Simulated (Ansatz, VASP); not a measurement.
# Two plane-wave programs on Ta5Ti3

```
CELL_PARAMETERS angstrom
1.67913 -2.31733 0.00000
1.67913 2.31733 0.00000
0.00000 0.00000 18.54821
ATOMIC_POSITIONS crystal
Ti 0.00000 0.00000 0.50000
Ti 0.50000 0.50000 0.62350
Ti 0.50000 0.50000 0.37650
Ta 0.00000 0.00000 0.74689
Ta 0.00000 0.00000 0.25311
Ta 0.50000 0.50000 0.12672
Ta 0.00000 0.00000 0.00000
Ta 0.50000 0.50000 0.87328
```

Alike in both runs: functional PBE; k mesh 6 × 6 × 1; occupations gaussian, width 0.2 eV; no spin polarisation.

Ansatz relaxed the structure, and its values are those at the end. VASP's run is a single point on that final structure, the one shown.

```csv
,VASP,Ansatz
version,VASP 6.6.1,Ansatz 0.2.0
potentials or method,"VASP PAW PBE potentials, release 64 (Ti_sv, Ta_pv)","scalar-relativistic, plane waves, PAW"
plane-wave cutoff (eV),520,420
valence electrons in the cell,91,101
```

VASP gave:

```
gap on the k mesh at the Fermi level (eV) : none
pressure (GPa)                            : -0.2
rms of the force components (eV/Å)        : 0.017
```

Task: What did Ansatz give for the same quantities?

Result: gap on the k mesh at the Fermi level (eV): none; pressure (GPa): -0.2; rms of the force components (eV/Å): 0.014.

A gap of «none» marks a metal or a gap that the smearing closes. The two sets of potentials don't hold the same shells in valence.

Caveats: the k mesh is coarse (spacing up to 0.39 Å⁻¹), so the values aren't converged. The runs have no spin-orbit coupling, so splittings on Ta are missing.
